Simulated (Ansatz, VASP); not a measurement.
**LaCuTe2: VASP beside Ansatz**

One calculation is typed for both programs; each brings its own data sets and cutoff. How far apart do they land? The cell is invented: As first built, before any earlier steps moved the atoms (in the runner's words): it takes the LuCuTe2 structure with some of its atoms replaced by other elements, volume scaled by an estimate. It may not be a known or stable phase. The cell is taken from a series of VASP runs on this material, whose earlier steps may have relaxed, scaled or displaced it; both programs get it as it stands.

Calculated with Ansatz 0.2.0; plane waves, with VASP 6.6.1 beside it; band structure at PBE and single point at PBE.

**1. The structure**

The structure is trigonal, space group P-3m1 (No. 164). The conventional cell has a = 4.360 Å, b = 4.360 Å, c = 6.958 Å, α = 90.00°, β = 90.00°, γ = 120.00°. Nearest to La lie 6 Te at 3.22 Å. Nearest to Te lie 3 Cu at 2.92 Å and 3 La at 3.22 Å. Cu has 6 Te at 2.92 Å nearest. As first built, before any earlier steps moved the atoms (in the runner's words): sites of the LuCuTe2 structure (space group 164) filled with other elements, volume scaled by an estimate. Farther neighbours and most contacts between anions are not listed.

**2. Ansatz: band structure, PBE**

Ansatz runs on its default PAW (the set named soft_2) files.

The same path points are solved in both programs, so levels can be compared one by one.

Contents of input.yaml:

```yaml
crystal:
  lattice:
    - [4.3602522996, 3.2e-09, 0.0]
    - [-2.1801256439, 3.7760892194, 0.0]
    - [0.0, 0.0, 6.9575258921]
  atoms:
    - { symbol: La, position: [0.0, 0.0, 0.0] }
    - { symbol: Te, position: [0.33333333, 0.66666667, 0.2880843361] }
    - { symbol: Te, position: [0.66666667, 0.33333333, 0.7119156639] }
    - { symbol: Cu, position: [0.0, 0.0, 0.5] }
hamiltonian:
  xc: pbe
  pseudopotentials: { kind: paw }
kpoints:
  mp_grid: { grid: [6, 6, 4] }
  band_path:
    path:
      - [0.0, 0.0, 0.0]
      - [0.13333, 0.0, 0.0]
      - [0.3, 0.0, 0.0]
      - [0.46667, 0.0, 0.0]
      - [0.46667, 0.06667, 0.0]
      - [0.41111, 0.17778, 0.0]
      - [0.35556, 0.28889, 0.0]
      - [0.28889, 0.28889, 0.0]
      - [0.17778, 0.17778, 0.0]
      - [0.06667, 0.06667, 0.0]
      - [0.0, 0.0, 0.03333]
      - [0.0, 0.0, 0.2]
      - [0.0, 0.0, 0.36667]
      - [0.0, 0.0, 0.5]
      - [0.16667, 0.0, 0.5]
      - [0.3, 0.0, 0.5]
      - [0.46667, 0.0, 0.5]
      - [0.5, 0.0, 0.5]
      - [0.46667, 0.06667, 0.5]
      - [0.41111, 0.17778, 0.5]
      - [0.35556, 0.28889, 0.5]
      - [0.28889, 0.28889, 0.5]
      - [0.17778, 0.17778, 0.5]
      - [0.06667, 0.06667, 0.5]
      - [0.5, 0.0, 0.46667]
      - [0.5, 0.0, 0.3]
      - [0.5, 0.0, 0.13333]
      - [0.33333, 0.33333, 0.0]
      - [0.33333, 0.33333, 0.16667]
      - [0.33333, 0.33333, 0.33333]
      - [0.33333, 0.33333, 0.5]
    npoints: 1
scf:
  occupations: { method: fermi_dirac, width: 0.05 }
  n_extra_bands: 8
output:
  forces: true
  stress: true
  eigenvalues: true
```

The run is started by

```bash
$ ansatz run input.yaml --threads 2 --pin off --max-ram 4608MiB --backend cpu --events-out ev --progress --plain --runs-dir out
```

Numbers of over 12 decimals in the logs are rounded to 6 here.

The program printed:

```text
Warning: the atoms were moved onto the symmetric positions of the space group found under crystal.symmetry.tolerance 1.0e-5 (fractional; no operation is sought that the atoms, as they stand in a round, miss by more than twice it, and no atom is moved by as much as it), and the run uses the moved positions. Before a round's move an operation carried an atom to 4.36e-8 Å from where it should land, the largest such dist [...]
scf.n_extra_bands = 8 over 31 filled bands (N_el = 62.0): the run solves 39 bands
Engine: ansatz 0.2.0, aarch64-unknown-linux-gnu
Pseudopotentials: kind: paw
Pseudopotential: La, paw, valence charge 11, recommended cutoff 420 eV (normal), La.paw.azcp
Pseudopotential: Te, paw, valence charge 16, recommended cutoff 420 eV (normal), Te.paw.azcp
Pseudopotential: Cu, paw, valence charge 19, recommended cutoff 420 eV (normal), Cu.paw.azcp
Functional definition: PBE
  parameter kappa = 0.804
  parameter beta = 0.066725
  exchange = pbe_x(kappa = kappa, mu = beta*pi^2/3)
  correlation = pbe_c(beta = beta)
Crystal: 4 atoms, lattice volume = 114.554 Å³
Basis set: ecut = 420 eV, 2261 PW (Γ), exchange–correlation on 60×60×96 points (8 copies of the dense FFT grid, shifted against one another)
Bands: 39, of which v1, the nominal top of the filled ones, is band 31 counted from 1 (30 counted from 0)
Symmetry: 12 space group operations
Space group: P-3m1 (ITA 164), of the structure as read, at distance tolerance 4.9e-5 Å
k-points: 24 of 144
Non-local potential: La, projectors of the file, l = 0: 3, l = 1: 2, l = 2: 2, l = 3: 3
Non-local potential: Te, projectors of the file, l = 0: 2, l = 1: 2, l = 2: 2, l = 3: 2
Non-local potential: Cu, projectors of the file, l = 0: 3, l = 1: 2, l = 2: 3, l = 3: 1
PAW form: soft (Blöchl's): semilocal exchange-correlation on the pseudo side does not see the compensation charge
PAW one-centre angular grid: La, 590 points (default); XC on 64 Gauss nodes
PAW one-centre angular grid: Te, 590 points (default); XC on 64 Gauss nodes
PAW one-centre angular grid: Cu, 590 points (default); XC on 64 Gauss nodes
Initial density: superposition of atomic densities (neutral atoms: chi_scale 0, normalization atom), corrected by the library's trained network
Initial wavefunctions: pseudopotential atomic-orbital guess
Functional: x = pbe(κ = 0.804, μ = 0.219515), c = pbe(β = 0.066725)
SCF iter   1: F=—  HF=-26838.579525 eV  |F-HF|=—  |Δ(HF+E_count)|=         —  Δρ=1.38e-3  dr2=2.18e-3  ethr=1.77e-3  ⟨swp⟩=6.3  Hψ=3621  notcnv=0
preconditioner: auto → Resta (q_TF=auto, 2.463 Å⁻¹)  ε∞=7.2  [insulator: Δε(μ)=0.413 eV  Ē_g=7.864 eV  σ=0.050 eV  W_gap=0.97  n_scr=34 (ndim 8)  ℏωp=19.6 eV  f_vac=0.006  D(μ)=0.06/eV (n_scr^D=0)  ε∞_Penn≈7.2]
SCF iter   2: F=—  HF=-26838.579560 eV  |F-HF|=—  |Δ(HF+E_count)|=   3.42e-5  Δρ=1.13e-3  dr2=1.18e-3  ethr=3.52e-6  ⟨swp⟩=2.4  Hψ=2047  notcnv=0  defer=22
SCF iter   3: F=—  HF=-26838.579819 eV  |F-HF|=—  |Δ(HF+E_count)|=   2.59e-4  Δρ=1.11e-3  dr2=1.11e-3  ethr=1.91e-6  ⟨swp⟩=2.0  Hψ=1650  notcnv=0  defer=22
SCF iter   4: F=—  HF=-26838.579703 eV  |F-HF|=—  |Δ(HF+E_count)|=   1.16e-4  Δρ=2.80e-4  dr2=8.46e-5  ethr=1.79e-6  ⟨swp⟩=2.0  Hψ=1169  notcnv=0  defer=22
SCF iter   5: F=—  HF=-26838.579711 eV  |F-HF|=—  |Δ(HF+E_count)|=   8.09e-6  Δρ=7.49e-5  dr2=1.02e-5  ethr=1.36e-7  ⟨swp⟩=2.0  Hψ=1095  notcnv=0  defer=22
SCF iter   6: F=—  HF=-26838.579716 eV  |F-HF|=—  |Δ(HF+E_count)|=   5.04e-6  Δρ=4.79e-5  dr2=2.40e-6  ethr=1.65e-8  ⟨swp⟩=2.0  Hψ=1314  notcnv=0  defer=22
SCF iter   7: F=—  HF=-26838.579717 eV  |F-HF|=—  |Δ(HF+E_count)|=   5.16e-7  Δρ=1.43e-5  dr2=1.74e-7  ethr=3.87e-9  ⟨swp⟩=2.0  Hψ=1235  notcnv=0  defer=22
SCF iter   8: F=-26838.579717 eV  HF=-26838.579717 eV  |F-HF|=1.84e-8  |Δ(HF+E_count)|=   8.98e-9  Δρ=6.90e-6  dr2=4.00e-8  ethr=1.61e-10  ⟨swp⟩=9.4  Hψ=4045  notcnv=0
SCF 1 converged in 8 iterations: F = -26838.579717 eV  dr2 = 4.00e-8
  greatest PAW one-centre occupation: 1.000 electrons in one spin orbital (limit 2), on the Cu atom at site 3 (counted from 0), in its partial waves of l = 0
NSCF: frozen V_eff on 31 k-points
SCF converged after 8 iterations
Free energy (F): -26838.579717 eV
Harris-Foulkes:  -26838.579717 eV  (|F-HF|=1.84e-8)
Internal energy: -26838.578798 eV  (E = F + TS)
E sigma→0 (E₀):  -26838.579258 eV
Entropy (-TS):   -0.000919 eV (-0.230 meV/atom)
Fermi energy:    10.387597 eV
--- Per-component energies (eV) ---
  E_band       = -982.073954
  E_kinetic    = 852.801730
  E_local      = -8899.146414  (includes V_loc(G=0)·N_el)
  E_nonlocal   = -120.987845
  E_hartree    = 4476.437659
  E_xc         = -475.489471
  E_vxc        = -468.822597  (∫ρ·V_xc dr)
  E_paw        = -16417.047088  (= ΣΔE_a)
  E_vpaw       = -1298.806562  (= ΣTr[D̂ρ^β])
  E_aug_tail   = -0.000088  (compensation charges beyond the density's cutoff)
  E_ewald      = -6255.147283
  E_smearing   = -0.000919  (= −TS)
  E_closure    = 0.000000  (closes the sum)
  Σ components = -26838.579717   (vs F -26838.579717, Δ=0.00e0)
--- Forces (eV/Å), atoms counted from 1 ---
  atom   1  La    -0.00000000     0.00000000     0.00000000
  atom   2  Te    -0.00000000    -0.00000000     0.01358439
  atom   3  Te    -0.00000000     0.00000000    -0.01358439
  atom   4  Cu     0.00000000     0.00000000     0.00000000
  max |Σ_I F_I| component: 2.31e-18 eV/Å
--- Stress (GPa, compression-positive) ---
        0.067329      -0.000000       0.000000
       -0.000000       0.067329       0.000000
        0.000000       0.000000       0.149308
  P = ⅓ Tr σ = 0.0947 GPa (0.947 kbar)
--- Band table (eV; the first three rows and the last of 24) ---
  k-point 0: bands = [... 27 lower, 9.3747, 9.5008, 9.5008, 9.7740, 12.0751, 12.0897, 12.2951, 12.2951, ... 4 higher]
  k-point 1: bands = [... 27 lower, 8.8354, 8.8996, 9.9661, 9.9661, 11.8327, 12.0865, 12.1047, 12.1047, ... 4 higher]
  k-point 2: bands = [... 27 lower, 8.5156, 8.5156, 10.1834, 10.1834, 11.6247, 11.9467, 11.9467, 12.0862, ... 4 higher]
  k-point 23: bands = [... 27 lower, 8.5625, 8.5625, 9.3725, 9.3725, 11.8949, 11.8949, 11.9545, 12.2044, ... 4 higher]
```

The job ended after 5.9 s (2 threads of Arm Neoverse V2, shared host; peak memory 0.45 GiB; 11 s of CPU time).

**3. VASP: band structure, PBE**

The same cell, functional, mesh and smearing now go to VASP, with its own data sets and cutoff.

Lines of VASP's logs that name or quote its potential files are left out, and so is its time.

Contents of INCAR:

```
SYSTEM = LaCuTe2
PREC = Accurate
ENCUT = 400
EDIFF = 1E-06
NELM = 100
ISMEAR = -1
SIGMA = 0.05
LREAL = .FALSE.
ALGO = Normal
GGA = PE
NBANDS = 31
LORBIT = 11
LWAVE = .FALSE.
LCHARG = .FALSE.
KPAR = 2
```

Contents of POSCAR:

```
LaCuTe2
1.0
    4.3602522996      0.0000000032      0.0000000000
   -2.1801256439      3.7760892194      0.0000000000
    0.0000000000      0.0000000000      6.9575258921
La Te Cu
1 2 1
Direct
    0.0000000000      0.0000000000      0.0000000000
    0.3333333300      0.6666666700      0.2880843361
    0.6666666700      0.3333333300      0.7119156639
    0.0000000000      0.0000000000      0.5000000000
```

Contents of KPOINTS:

```
Automatic mesh
0
Gamma
6 6 4
0 0 0
```

Contents of KPOINTS_OPT:

```
Line mode
16
Line-mode
Reciprocal
  0.00000000   0.00000000   0.00000000 GAMMA
  0.50000000   0.00000000   0.00000000 M

  0.50000000   0.00000000   0.00000000 M
  0.33333333   0.33333333   0.00000000 K

  0.33333333   0.33333333   0.00000000 K
  0.00000000   0.00000000   0.00000000 GAMMA

  0.00000000   0.00000000   0.00000000 GAMMA
  0.00000000   0.00000000   0.50000000 A

  0.00000000   0.00000000   0.50000000 A
  0.50000000   0.00000000   0.50000000 L

  0.50000000   0.00000000   0.50000000 L
  0.33333333   0.33333333   0.50000000 H

  0.33333333   0.33333333   0.50000000 H
  0.00000000   0.00000000   0.50000000 A

  0.50000000   0.00000000   0.50000000 L
  0.50000000   0.00000000   0.00000000 M

  0.33333333   0.33333333   0.00000000 K
  0.33333333   0.33333333   0.50000000 H
```

PAW data sets: La, Te and Cu (PBE family, release 64).

The run is started by

```bash
$ mpirun -np 2 vasp_std
```

The program printed:

```text
[banner, memory and clock lines left out]
running    2 mpi-ranks, on    1 nodes
 distrk:  each k-point on    1 cores,    2 groups
 distr:  one band on    1 cores,    1 groups

 POSCAR found type information on POSCAR LaTeCu
 POSCAR found :  3 types and       4 ions
 LDA part: xc-table for (Slater+PW92), standard interpolation
 POSCAR, INCAR and KPOINTS ok, starting setup
 FFT: planning ... GRIDC
 FFT: planning ... GRID_SOFT
 FFT: planning ... GRID
 WAVECAR not read
 entering main loop
       N       E                     dE             d eps       ncg     rms          rms(c)
DAV:   1     0.243022762210E+03    0.24302E+03   -0.10264E+04  1512   0.109E+03
DAV:   2     0.155628830513E+02   -0.22746E+03   -0.20283E+03  1610   0.223E+02
DAV:   3    -0.175946536374E+02   -0.33158E+02   -0.30029E+02  1884   0.975E+01
DAV:   4    -0.200549429325E+02   -0.24603E+01   -0.24178E+01  2569   0.262E+01
DAV:   5    -0.201259535101E+02   -0.71011E-01   -0.70816E-01  2301   0.425E+00    0.174E+01
DAV:   6    -0.292015134697E+02   -0.90756E+01   -0.97958E+01  2171   0.185E+02    0.169E+01
DAV:   7    -0.202049386434E+02    0.89966E+01   -0.25858E+01  2110   0.658E+01    0.850E+00
DAV:   8    -0.186286470550E+02    0.15763E+01   -0.36559E+00  2102   0.267E+01    0.444E+00
DAV:   9    -0.182924517700E+02    0.33620E+00   -0.17774E+00  2380   0.244E+01    0.139E+00
DAV:  10    -0.183612918207E+02   -0.68840E-01   -0.49912E-01  2417   0.522E+00    0.155E+00
DAV:  11    -0.183365681155E+02    0.24724E-01   -0.46767E-02  2377   0.408E+00    0.917E-01
DAV:  12    -0.183371141161E+02   -0.54600E-03   -0.54594E-03  1809   0.353E-01    0.759E-01
DAV:  13    -0.183327117234E+02    0.44024E-02   -0.12684E-02  2165   0.256E+00    0.126E-01
DAV:  14    -0.183330078309E+02   -0.29611E-03   -0.46778E-03  2379   0.594E-01    0.186E-01
DAV:  15    -0.183328961655E+02    0.11167E-03   -0.35943E-04  2419   0.315E-01    0.172E-01
DAV:  16    -0.183328994668E+02   -0.33013E-05   -0.62022E-05  2076   0.441E-02    0.865E-02
DAV:  17    -0.183328712925E+02    0.28174E-04   -0.76051E-05  2299   0.199E-01    0.118E-02
DAV:  18    -0.183328729783E+02   -0.16858E-05   -0.22588E-05  2340   0.364E-02    0.224E-02
DAV:  19    -0.183328718141E+02    0.11642E-05   -0.55191E-06  1684   0.441E-02    0.381E-03
DAV:  20    -0.183328718116E+02    0.24693E-08   -0.78201E-07   891   0.191E-02
   1 F= -.18332872E+02 E0= -.18332412E+02  d E =-.919465E-03
 Start KPOINTS_OPT (optional k-point list driver)
k-point batch [1-24\144]
       N       E                     dE             ncg
DAV:   1     0.603257529459E+04   -0.74947E+04     1496
DAV:   2     0.250682539359E+03   -0.57819E+04     1551
DAV:   3    -0.627034246593E+03   -0.87772E+03     1939
DAV:   4    -0.687461567563E+03   -0.60427E+02     2480
DAV:   5    -0.689605405009E+03   -0.21438E+01     2302
DAV:   6    -0.689721968906E+03   -0.11656E+00     2609
DAV:   7    -0.689725035083E+03   -0.30662E-02     2365
DAV:   8    -0.689725196487E+03   -0.16140E-03     2450
DAV:   9    -0.689725201303E+03   -0.48162E-05     1737
DAV:  10    -0.689725201609E+03   -0.30608E-06     1187
[...]
k-point batch [121-144\144]
       N       E                     dE             ncg
DAV:   1     0.567833912754E+04   -0.16560E+05     1504
DAV:   2     0.918482176678E+02   -0.55865E+04     1564
DAV:   3    -0.722758158358E+03   -0.81461E+03     1937
DAV:   4    -0.777150009634E+03   -0.54392E+02     2538
DAV:   5    -0.778881460597E+03   -0.17315E+01     2267
DAV:   6    -0.778985137808E+03   -0.10368E+00     2569
DAV:   7    -0.778987703776E+03   -0.25660E-02     2345
DAV:   8    -0.778987856381E+03   -0.15260E-03     2480
DAV:   9    -0.778987860492E+03   -0.41110E-05     1634
DAV:  10    -0.778987860784E+03   -0.29182E-06     1257
```

Parts of OUTCAR (step 3):

```text
ion  position               nearest neighbor table
   1  0.000  0.000  0.000-   2 3.22   3 3.22   2 3.22   3 3.22   3 3.22   2 3.22
   2  0.333  0.667  0.288-   4 2.92   4 2.92   4 2.92   1 3.22   1 3.22   1 3.22
   3  0.667  0.333  0.712-   4 2.92   4 2.92   4 2.92   1 3.22   1 3.22   1 3.22
   4  0.000  0.000  0.500-   2 2.92   3 2.92   2 2.92   3 2.92   3 2.92   2 2.92

  LATTYP: Found a hexagonal cell.
 ALAT       =     4.3602522996
 C/A-ratio  =     1.5956704828

 Subroutine GETGRP returns: Found 12 space group operations
 (whereof 12 operations were pure point group operations)

The static configuration has the point symmetry D_3d.

 Found     24 irreducible k-points:

   k-points           NKPTS =     24   k-points in BZ     NKDIM =     24   number of bands    NBANDS=     31

   dimension x,y,z NGX =    28 NGY =   28 NGZ =   48
   dimension x,y,z NGXF=    56 NGYF=   56 NGZF=   96

   ENCUT  =  400.0 eV  29.40 Ry    5.42 a.u.   7.11  7.11 11.35*2*pi/ulx,y,z

   NELECT =      34.0000    total number of electrons

 k-points in reciprocal lattice and weights: Automatic mesh
   0.00000000  0.00000000  0.00000000       0.007
   0.16666667  0.00000000  0.00000000       0.042
   0.33333333  0.00000000  0.00000000       0.042
   0.50000000  0.00000000  0.00000000       0.021
   0.16666667  0.16666667  0.00000000       0.042
   0.33333333  0.16666667  0.00000000       0.083
   0.33333333  0.33333333  0.00000000       0.014
   0.00000000  0.00000000  0.25000000       0.014
   0.16666667  0.00000000  0.25000000       0.042
[...]
0.33333333  0.16666667  0.50000000       0.083
   0.33333333  0.33333333  0.50000000       0.014

 average (electrostatic) potential at core
       1 -97.4915       2 -87.3379       3 -87.3379       4 -63.8385

 E-fermi :   6.7550

 k-point     1 :       0.0000    0.0000    0.0000
  band No.  band energies     occupation
    ...
     13       5.7362      2.00000
     14       5.7362      2.00000
     15       5.8799      2.00000
     16       5.8799      2.00000
     17       6.1548      1.99999
     18       8.4370      0.00000
     19       8.5082      0.00000
     20       8.6998      0.00000
     21       8.7057      0.00000
     22       8.7057      0.00000
    ...

 k-point     2 :       0.1667    0.0000    0.0000
  band No.  band energies     occupation
    ...
     13       4.9668      2.00000
     14       5.1513      2.00000
     15       5.4993      2.00000
     16       5.9235      2.00000
     17       6.3710      1.99908
     18       7.8843      0.00000
     19       8.3943      0.00000
     20       8.5687      0.00000
     21       8.6773      0.00000
     22       8.7265      0.00000
    ...

 k-point     3 :       0.3333    0.0000    0.0000
  band No.  band energies     occupation
    ...
     13       4.5825      2.00000
     14       4.9343      2.00000
     15       5.0927      2.00000
     16       5.8214      2.00000
     17       5.9056      2.00000
     18       7.1963      0.00029
     19       8.4465      0.00000
     20       8.5961      0.00000
     21       8.6928      0.00000
     22       8.7720      0.00000
    ...

  Total       -0.0382702     -0.0382702      0.0150280     -0.0000000     -0.0000000      0.0000000
  in kB       -0.5352571     -0.5352571      0.2101863     -0.0000001     -0.0000000      0.0000000
  external PRESSURE =      -0.2867760 kB  Pullay stress =       0.0000000 kB

  energy-cutoff  :      400.00
  volume of cell :      114.55
      direct lattice vectors                 reciprocal lattice vectors
     4.360252300  0.000000003  0.000000000     0.229344527  0.132412095  0.000000000
    -2.180125644  3.776089219  0.000000000    -0.000000000  0.264824251  0.000000000
     0.000000000  0.000000000  6.957525892     0.000000000  0.000000000  0.143729253

 POSITION                                       TOTAL-FORCE (eV/Angst)
 -----------------------------------------------------------------------------------
      0.00000      0.00000      0.00000        -0.000000     -0.000000      0.000000
      0.00000      2.51739      2.00435         0.000000      0.000000      0.001294
      2.18013      1.25870      4.95317         0.000000     -0.000000     -0.001294
      0.00000      0.00000      3.47876        -0.000000     -0.000000      0.000000
 -----------------------------------------------------------------------------------
    total drift:                               -0.000000     -0.000000      0.000000

  FREE ENERGIE OF THE ION-ELECTRON SYSTEM (eV)
  ---------------------------------------------------
  free  energy   TOTEN  =       -18.3328718116 eV

  energy  without entropy=      -18.3319523465  energy(sigma->0) =      -18.33241208

 total charge
# of ion       s       p       d       f       tot
--------------------------------------------------
    1        2.015   5.655   0.677   0.158   8.504
    2        1.358   2.040   0.028   0.000   3.426
    3        1.358   2.040   0.028   0.000   3.426
    4        0.304   0.207   9.279   0.000   9.789
--------------------------------------------------
tot          5.034   9.942  10.012   0.158  25.146

[... 3 further parts left out ...]
```

This run has no spin polarisation, so a moment on Cu, if there is one, isn't seen. Spin-orbit coupling is off here; with elements this heavy it splits and shifts levels by tenths of an eV or more.

(Part 1 of 2 ends here.)

[Lines on the potential files, build, host, timing and source positions are cut from VASP's logs without a mark.]

[Logs are printed without paths, hosts, clocks, repeated set-up lines and the standing remarks that a program may print on its own settings, such as how far it seeks lower states.]

[Hosts, paths, dates, database ids (printed as entryN), source tags and the programs' standing remarks are cut or masked in the printed files.]
